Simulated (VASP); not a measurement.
Consider the following.

```
MgB2
1.0
    1.54389    -2.67409     0.00000
    1.54389     2.67409     0.00000
    0.00000     0.00000     3.51568
Mg B
1 2
Direct
  0.00000   0.00000   0.00000
  0.33333   0.66667   0.50000
  0.66667   0.33333   0.50000
```

These are vdW-DF2, VASP's PBE PAW potentials (set 64) (plane waves; VASP) values and carry that method's errors. Numerical set-up: 520 eV cut-off, 10×10×8 Γ-centred mesh, first-order Methfessel-Paxton smearing of 0.10 eV, potentials Mg B.

### Question
Predict the energy per atom (σ→0), band gap (on the k-mesh) with the smallest direct gap where there is one.

### Answer

```json
{
  "band gap (on the k-mesh)": "none (metal, semimetal or under 0.01 eV)",
  "energy per atom (σ→0)": "-3.741 eV/atom"
}
```

Only differences to runs with the same potentials and settings are physical.

The compound is MgB2 in the AlB2 type structure. It was relaxed first. The start is the result of an earlier pass.
